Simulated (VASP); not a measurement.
All values below come from revPBE GGA, VASP's PBE PAW potentials (set 64) (plane waves; VASP).

Input for VASP

File KPOINTS:
```
Regular mesh
0
Gamma
  8 8 8
```

### INCAR
```
ENCUT = 520
LCHARG = .False.
NELM = 100   # most electronic steps
LMAXMIX = 4   # l cut-off of mixed one-centre charges
EDIFF = 1E-6
ISIF = 3   # ions, shape and volume
ISMEAR = 0
NSW = 60   # most ionic steps
SYSTEM = GaP
EDIFFG = -0.01
GGA = RE
IBRION = 2
LWAVE = .False.
LASPH = .True.   # aspherical one-centre terms
SIGMA = 0.05   # width (eV)
ALGO = Normal   # blocked Davidson
PREC = Accurate
LREAL = .False.   # projection in real space or not
```

### POSCAR
```
GaP
1.0
  0.0000000000   2.7250000000   2.7250000000
  2.7250000000   0.0000000000   2.7250000000
  2.7250000000   2.7250000000   0.0000000000
Ga P
1 1
Cart
  0.0000000000   0.0000000000   0.0000000000
  1.3625000000   1.3625000000   1.3625000000
```

POTCAR, in this order: Ga_d P (PBE.64 set). Program: vasp_std.

What will the output report for the number of irreducible k-points (NKPTS), largest plane-wave count, number of space-group operations, FFT grid (NGX, NGY, NGZ)?

The number of irreducible k-points (NKPTS) comes out as 29 and the largest plane-wave count comes out as 1106. The number of space-group operations is 24 and the FFT grid (NGX, NGY, NGZ) is 30 × 30 × 30.

The compound is GaP in the zinc blende structure. This run relaxes it. Symmetry was kept, so distortions that lower it aren't found.
